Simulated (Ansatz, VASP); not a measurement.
# Cross-check of Ti (Titanium) between VASP and Ansatz, part 2 of 2

Aim: how closely do two programs agree when they are given the same cell, functional and k mesh? The cell is taken from a series of runs on this material, whose earlier steps may have relaxed, scaled, displaced or heated it; both programs get it as it stands.

VASP 6.6.1 and Ansatz 0.2.0.

So far: Set-up; Ansatz: zone-centre phonons, PBEsol; VASP: zone-centre phonons, PBEsol.

### 3. VASP: zone-centre phonons, PBEsol (continued)

Level of this step: PBEsol; plane waves and PAW (Ti_sv) (VASP).

Numbers of over 12 decimals in the logs are rounded to 6 here.

OUTCAR, selected parts (step 3):

```text
ion  position               nearest neighbor table
   1  0.333  0.667  0.250-   2 2.82   2 2.82   2 2.82   2 2.82   2 2.82   2 2.82
   2  0.667  0.333  0.750-   1 2.82   1 2.82   1 2.82   1 2.82   1 2.82   1 2.82

  LATTYP: Found a hexagonal cell.
 ALAT       =     3.0164596429
 C/A-ratio  =     1.4729545430

 Subroutine GETGRP returns: Found 24 space group operations
 (whereof 12 operations were pure point group operations)

The static configuration has the point symmetry D_3d.
 The point group associated with its full space group is D_6h.

 Found    259 irreducible k-points:

   k-points           NKPTS =    259   k-points in BZ     NKDIM =    259   number of bands    NBANDS=     18

   dimension x,y,z NGX =    24 NGY =   24 NGZ =   32
   dimension x,y,z NGXF=    48 NGYF=   48 NGZF=   64

   ENCUT  =  500.0 eV  36.75 Ry    6.06 a.u.   5.50  5.50  8.10*2*pi/ulx,y,z

   NELECT =      24.0000    total number of electrons

 k-points in reciprocal lattice and weights: Automatic mesh
   0.00000000  0.00000000  0.00000000       0.000
   0.05555556 -0.00000000  0.00000000       0.002
   0.11111111 -0.00000000  0.00000000       0.002
   0.16666667 -0.00000000  0.00000000       0.002
   0.22222222 -0.00000000  0.00000000       0.002
   0.27777778 -0.00000000  0.00000000       0.002
   0.33333333 -0.00000000  0.00000000       0.002
   0.38888889 -0.00000000  0.00000000       0.002
   0.44444444 -0.00000000  0.00000000       0.002
[...]
0.33333333  0.27777778  0.50000000       0.003
   0.33333333  0.33333333  0.50000000       0.001

 average (electrostatic) potential at core
       1 -72.4369       2 -72.4369

  Total       -1.6286474     -1.6286474     -0.0566055     -0.0000000      0.0000000      0.0000000
  in kB      -74.5289686    -74.5289686     -2.5903417     -0.0000000      0.0000000      0.0000000
  external PRESSURE =     -50.5494263 kB  Pullay stress =       0.0000000 kB

  energy-cutoff  :      500.00
  volume of cell :       35.01
      direct lattice vectors                 reciprocal lattice vectors
     3.016459643  0.000000000  0.000000000     0.331514463  0.191399965  0.000000000
    -1.508229821  2.612330680  0.000000000     0.000000000  0.382799929  0.000000000
     0.000000000  0.000000000  4.443107935     0.000000000  0.000000000  0.225067681

 POSITION                                       TOTAL-FORCE (eV/Angst)
 -----------------------------------------------------------------------------------
     -0.00000      1.74155      1.11078        -0.000000      0.000000      0.000000
      1.50823      0.87078      3.33233         0.000000     -0.000000      0.000000
 -----------------------------------------------------------------------------------
    total drift:                               -0.000000      0.000000     -0.000000

 Eigenvectors and eigenvalues of the dynamical matrix
 ----------------------------------------------------

   1 f  =    6.844302 THz    43.004018 2PiTHz  228.301344 cm-1    28.305746 meV
             X         Y         Z           dx          dy          dz
     -0.000000  1.741554  1.110777    -0.000000    0.000000    0.707107
      1.508230  0.870777  3.332331     0.000000   -0.000000   -0.707107

   2 f  =    4.170250 THz    26.202455 2PiTHz  139.104575 cm-1    17.246761 meV
             X         Y         Z           dx          dy          dz
     -0.000000  1.741554  1.110777    -0.640822   -0.298909   -0.000000
      1.508230  0.870777  3.332331     0.640822    0.298909   -0.000000

   3 f  =    4.170250 THz    26.202455 2PiTHz  139.104575 cm-1    17.246761 meV
             X         Y         Z           dx          dy          dz
     -0.000000  1.741554  1.110777    -0.298909    0.640822    0.000000
      1.508230  0.870777  3.332331     0.298909   -0.640822    0.000000

   4 f  =    0.000000 THz     0.000000 2PiTHz    0.000001 cm-1     0.000000 meV
             X         Y         Z           dx          dy          dz
     -0.000000  1.741554  1.110777     0.067119   -0.661739    0.239992
      1.508230  0.870777  3.332331     0.067119   -0.661739    0.239992

   5 f/i=    0.000000 THz     0.000000 2PiTHz    0.000001 cm-1     0.000000 meV
             X         Y         Z           dx          dy          dz
     -0.000000  1.741554  1.110777    -0.703552   -0.055336    0.044184
      1.508230  0.870777  3.332331    -0.703552   -0.055336    0.044184

   6 f/i=    0.000000 THz     0.000000 2PiTHz    0.000002 cm-1     0.000000 meV
             X         Y         Z           dx          dy          dz
     -0.000000  1.741554  1.110777     0.022568    0.242980    0.663665
      1.508230  0.870777  3.332331     0.022568    0.242980    0.663665

 ELASTIC MODULI CONTR FROM IONIC RELAXATION (kBar)
 Direction    XX          YY          ZZ          XY          YZ          ZX
 --------------------------------------------------------------------------------
 XX        -284.0218    284.0218     -0.0000     -0.0000      0.0000      0.0000
 YY         284.0218   -284.0218      0.0000     -0.0000     -0.0000     -0.0000
 ZZ          -0.0000      0.0000     -0.0000     -0.0000     -0.0000     -0.0000
 XY          -0.0000     -0.0000     -0.0000   -284.0218     -0.0000     -0.0000
 YZ           0.0000     -0.0000     -0.0000     -0.0000     -0.0000     -0.0000
 ZX           0.0000     -0.0000     -0.0000     -0.0000     -0.0000     -0.0000
 --------------------------------------------------------------------------------
```

### 4. Comparison

Known differences besides the potentials themselves: the cutoff is 420 eV in Ansatz and 500 eV in VASP; Ansatz makes its cores anew for this functional, VASP keeps those of its PBE data sets. Total energies have different zeros and are not compared.

Compared:

```tsv
quantity	Ansatz	VASP	difference
optical mode 1 to 2 (cm⁻¹)	138.1	139.1	-0.74 %
optical mode 3 (cm⁻¹)	228.5	228.3	+0.09 %
```

Modes are paired by rising frequency, not by their patterns, so a pair may set unlike modes beside each other; they are those without the splitting of longitudinal modes.

### 5. Outcome

| Item | Value |
| --- | --- |
| r.m.s. difference of the optical zone-centre modes, each program's sorted by frequency (zone-centre phonons, PBEsol) | 0.85 cm⁻¹ |
| difference in optical mode 1 to 2 (zone-centre phonons, PBEsol) | -0.7 % |

What this shows: The r.m.s. difference of the optical zone-centre modes, each program's sorted by frequency is 0.85 cm⁻¹ (zone-centre phonons, PBEsol). Among the rows given in per cent, the largest difference of the zone-centre phonons, PBEsol pair is in optical mode 1 to 2, -0.7 %. Such differences can come from data sets, numerical settings and the points named under the comparisons, not from the functional's error against experiment.

[Lines on the potential files, build, host, timing and source positions are cut from VASP's logs without a mark.]

[Logs are printed without paths, hosts, clocks, repeated set-up lines and the standing remarks that a program may print on its own settings, such as how far it seeks lower states.]

[Hosts, paths, dates, database ids (printed as entryN), source tags and the programs' standing remarks are cut or masked in the printed files.]
